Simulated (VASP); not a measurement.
**Hf2Pd2Se2Br2O3: relaxation of cell and atoms with revPBE**

Crystal: Hf2Pd2Se2Br2O3.

```
Hf Pd Se Br O
1.0
     5.76069    0.00496   -0.00286
    -0.52750    5.84664    0.03413
    -1.48435   -0.92642    6.64586
Hf Pd Se Br O
2 2 2 2 3
Cartesian
  3.5658 1.9949 2.3367
  0.5362 2.1009 3.9624
  3.9042 -0.0043 5.6409
  0.4456 4.9498 2.4142
  2.0523 1.4944 6.2402
  2.4066 4.0824 3.5487
  4.1617 5.6554 1.0519
  -0.4152 4.0015 5.7576
  4.5038 1.1491 3.9299
  1.7546 1.0574 2.7229
  -0.4225 3.0696 2.4575
```

The cell was built by a generator and needn't be a form met in nature.

```
Program                : VASP 6.6.1
Task                   : relaxation of cell and atoms
Functional             : revPBE
Potentials or basis    : VASP PAW PBE potentials, release 64 (Hf_pv, Pd, Se, Br, O)
Cutoff                 : 600 eV
k mesh                 : 5 × 5 × 4
Occupations            : fermi-dirac, width 0.05 eV
Spin                   : no spin polarisation
Further INCAR settings : ALGO = Normal; EDIFF = 1e-07; IBRION = 2; EDIFFG = -0.01; NSW = 40; ISIF = 3
```

```
Relaxed volume                         : 20.87 Å³/atom
Relaxed cell                           : a = 5.785 Å, b = 5.927 Å, c = 6.940 Å, α = 96.08°, β = 102.45°, γ = 95.03°
Space group after relaxing (to 0.05 Å) : P1 (No. 1)
Energy gained by relaxing              : 2.5 meV/atom
Ionic steps                            : 22
Pressure after relaxing                : 0.0 GPa
Largest force after relaxing           : 0.006 eV/Å
Band gap on the k mesh                 : 0.21 eV, indirect (least direct gap 0.43 eV)
```

Forces on the atoms (eV/Å):
```
Hf   0.003  0.003  0.004
Hf  -0.002  0.001 -0.002
Pd   0.000 -0.002 -0.003
Pd   0.000 -0.002  0.000
Se  -0.002 -0.001  0.000
Se   0.000  0.000  0.002
Br   0.001 -0.002 -0.001
Br   0.000  0.000  0.002
O   -0.003  0.002  0.003
O    0.001  0.000 -0.002
O    0.002  0.002 -0.004
```

Step by step:
```tsv
step	energy change (eV)	largest force (eV/Å)	pressure (GPa)	volume (Å³)
1	0.0000	0.1613	1.37	224.01
2	-0.0140	0.3292	-0.84	229.71
3	-0.0179	0.2497	-0.16	227.87
4	-0.0243	0.1076	0.07	228.63
5	-0.0243	0.0987	0.06	228.60
6	-0.0256	0.0599	-0.01	228.98
7	-0.0257	0.0762	-0.02	229.05
8	-0.0265	0.0416	0.00	229.17
9	-0.0267	0.0495	0.01	229.26
10	-0.0272	0.0268	-0.02	229.37
11	-0.0273	0.0265	-0.05	229.48
12	-0.0274	0.0324	0.10	229.28
13	-0.0275	0.0264	0.05	229.34
14	-0.0276	0.0167	-0.01	229.49
15	-0.0276	0.0195	-0.02	229.54
16	-0.0278	0.0164	0.01	229.52
17	-0.0278	0.0217	0.01	229.51
18	-0.0279	0.0119	-0.03	229.59
19	-0.0279	0.0131	-0.04	229.62
20	-0.0279	0.0113	0.00	229.54
21	-0.0279	0.0135	0.01	229.52
22	-0.0279	0.0060	0.00	229.52
```

Final structure:
```cif
data_structure
_symmetry_space_group_name_H-M 'P 1'
_symmetry_Int_Tables_number 1
_cell_length_a 5.7846
_cell_length_b 5.9267
_cell_length_c 6.9400
_cell_angle_alpha 96.082
_cell_angle_beta 102.451
_cell_angle_gamma 95.031
_cell_volume 229.52
loop_
_atom_site_label
_atom_site_type_symbol
_atom_site_fract_x
_atom_site_fract_y
_atom_site_fract_z
_atom_site_occupancy
Hf1 Hf 0.74663 0.39557 0.35200 1
Hf2 Hf 0.28668 0.45423 0.59146 1
Pd1 Pd 0.90739 0.13528 0.84897 1
Pd2 Pd 0.25400 0.90278 0.35865 1
Se1 Se 0.63169 0.40205 0.93827 1
Se2 Se 0.62576 0.77897 0.53009 1
Br1 Br 0.85513 0.99524 0.15438 1
Br2 Br 0.22227 0.81576 0.85870 1
O1 O 0.96144 0.29056 0.58906 1
O2 O 0.43483 0.24777 0.41142 1
O3 O 0.07419 0.58179 0.36702 1
```

Levels at points of the mesh, in eV from the valence-band top:
```
           k point  band 40  band 41  band 42  band 43  band 44  band 45
(0.00, 0.00, 0.00)    -0.69    -0.30    -0.18     0.45     0.56     2.69
(0.00, 0.00, 0.50)    -0.49    -0.45    -0.22     0.21     0.87     2.83
```

It took 68 min on 4 MPI ranks on Intel(R) Xeon(R) Platinum 8375C CPU @ 2.90GHz (Ice Lake) (shared host), peak memory 0.88 GiB a rank.

Caveat: the PAW data sets were made with another functional, which shifts forces and pressure a little; spin-orbit coupling is left out, which moves the levels of the heavy elements; an odd mesh through Γ misses points on the zone boundary, where band edges often lie.
